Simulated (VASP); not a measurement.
Input of a VASP 6.6.1 run:

INCAR

```
SYSTEM = Si
PREC     = Accurate       ! precision mode
ENCUT    = 600            ! plane-wave cutoff, eV
EDIFF    = 1E-7           ! SCF threshold, eV
ISMEAR   = 0              ! smearing method
SIGMA    = 0.03           ! smearing width, eV
LREAL    = .FALSE.        ! projectors in reciprocal space
LASPH    = .TRUE.         ! aspherical terms in the spheres
NELM     = 80             ! most SCF steps
ALGO     = Normal         ! electronic algorithm
ISIF     = 3              ! what is computed and relaxed
LWAVE    = .FALSE.        ! write WAVECAR
LCHARG   = .FALSE.        ! write CHGCAR
GGA      = PE             ! functional
IBRION   = 2              ! ionic algorithm
NSW      = 90             ! ionic steps
EDIFFG   = -0.005         ! ionic threshold
KPAR     = 2
```

The input KPOINTS:

```
regular mesh
0
G
  10 10 10
  0 0 0
```

Contents of POSCAR:

```
Si                                      
1.0
   -0.0000000000      2.7342968687      2.7342968687
    2.7342968687      0.0000000000      2.7342968687
    2.7342968687      2.7342968687     -0.0000000000
  Si            
     2
Direct
     0.7500000000000000    0.7500000000000000    0.7500000000000000
     0.5000000000000000    0.5000000000000000    0.5000000000000000
```

Potentials or basis: VASP PAW PBE potentials, release 64 (Si).

Run with:

```sh
$ cat potpaw_PBE.64/Si/POTCAR > POTCAR
$ mpirun -np 2 vasp_std > vasp.out
```

**Question.** Predict the band gap on the k mesh.

**Answer.** 0.62 eV, indirect (least direct gap 2.56 eV).

Final structure:
```xyz
2
Lattice="0.0000 2.7343 2.7343 2.7343 0.0000 2.7343 2.7343 2.7343 0.0000" Properties=species:S:1:pos:R:3 pbc="T T T"
Si    4.1014    4.1014    4.1014
Si    2.7343    2.7343    2.7343
```

Caveat: the relaxation stopped at its first step, so nothing moved. A k mesh can miss the band edges.
